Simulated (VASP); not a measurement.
Output of a VASP run:

File OSZICAR:
```
       N       E                     dE             d eps       ncg     rms          rms(c)
DAV:   1     0.123223933312E+03    0.12322E+03   -0.10107E+04  2496   0.156E+03
DAV:   2    -0.179341550660E+02   -0.14116E+03   -0.13236E+03  2860   0.360E+02
DAV:   3    -0.243537942233E+02   -0.64196E+01   -0.62686E+01  3656   0.702E+01
DAV:   4    -0.246383947569E+02   -0.28460E+00   -0.28447E+00  3204   0.136E+01
DAV:   5    -0.246429076989E+02   -0.45129E-02   -0.45126E-02  3620   0.168E+00    0.247E+01
DAV:   6    -0.214028419522E+02    0.32401E+01   -0.15586E+01  2816   0.286E+01    0.987E+00
DAV:   7    -0.212700442550E+02    0.13280E+00   -0.68634E-01  2896   0.710E+00    0.723E+00
DAV:   8    -0.212560304981E+02    0.14014E-01   -0.13670E-01  2676   0.314E+00    0.176E+00
DAV:   9    -0.212510815080E+02    0.49490E-02   -0.31020E-02  2956   0.114E+00    0.480E-01
DAV:  10    -0.212511954692E+02   -0.11396E-03   -0.18684E-03  2928   0.537E-01    0.370E-01
DAV:  11    -0.212510161723E+02    0.17930E-03   -0.61902E-04  2752   0.194E-01    0.168E-02
DAV:  12    -0.212510150133E+02    0.11590E-05   -0.10836E-05  3516   0.354E-02    0.102E-02
DAV:  13    -0.212510147960E+02    0.21731E-06   -0.35469E-07  1604   0.577E-03
   1 F= -.19744562E+02 E0= -.19744503E+02  d E =-.197446E+02
```

OUTCAR:
```
------------------------ aborting loop because EDIFF is reached ----------------------------------------
  FORCE on cell =-STRESS in cart. coord.  units (eV):
  Direction    XX          YY          ZZ          XY          YZ          ZX
  --------------------------------------------------------------------------------------
  Total        1.4958431      1.4958431      1.4958431     -0.0000000      0.0000000      0.0000000
  in kB       99.2957385     99.2957385     99.2957385     -0.0000000      0.0000000      0.0000000
  external PRESSURE =      -0.7042615 kB  Pullay stress =     100.0000000 kB
  volume of cell :       24.14
      direct lattice vectors                 reciprocal lattice vectors
     0.000000000  2.293746095  2.293746095    -0.217984022  0.217984022  0.217984022
     2.293746095  0.000000000  2.293746095     0.217984022 -0.217984022  0.217984022
     2.293746095  2.293746095  0.000000000     0.217984022  0.217984022 -0.217984022
 POSITION                                       TOTAL-FORCE (eV/Angst)
 -----------------------------------------------------------------------------------
      0.00000      0.00000      0.00000         0.000000     -0.000000      0.000000
      2.29375      2.29375      2.29375         0.000000      0.000000     -0.000000
 -----------------------------------------------------------------------------------
    total drift:                                0.000000      0.000000      0.000000
  FREE ENERGIE OF THE ION-ELECTRON SYSTEM (eV)
  ---------------------------------------------------
  free  energy   TOTEN  =       -21.2510147960 eV

  energy  without entropy=      -21.2508367630  energy(sigma->0) =      -21.25095545
  enthalpy is  TOTEN    =       -19.7445623037 eV   P V=        1.5064524923

 reached required accuracy - stopping structural energy minimisation
```
(Selected blocks of OUTCAR.)

**POSCAR**
```
ZrC
1
   -0.0000000000     2.2937460955     2.2937460955
    2.2937460955     0.0000000000     2.2937460955
    2.2937460955     2.2937460955    -0.0000000000
Zr C
1 1
Direct
  0.0000000000   0.0000000000   0.0000000000
  0.5000000000   0.5000000000   0.5000000000
```

Task: Write an INCAR and KPOINTS that could have produced this output.

Result: Several could match; the one computed here: the input of the run itself, LDA (Ceperley-Alder, Perdew-Zunger), plane waves, VASP's LDA PAW potentials (set 64).

File KPOINTS:
```
K-points
0
Gamma
  14 14 14
```

**INCAR**
```
! general
SYSTEM  = ZrC
PREC    = Accurate
ENCUT   = 620
LREAL   = F
LASPH   = T

! electronic loop
EDIFF   = 1E-6
NELM    = 100
ALGO    = Normal
LMAXMIX = 4

! smearing
ISMEAR  = 1
SIGMA   = 0.1

! ions
IBRION  = 2
NSW     = 40
ISIF    = 3
EDIFFG  = -0.02
PSTRESS = 100

! output
LWAVE   = F
LCHARG  = F
```

POTCAR, in this order: Zr_sv C (LDA.64 set). Program: vasp_std.

The compound is ZrC in the rock salt structure. It was relaxed first under an external pressure of 10 GPa.
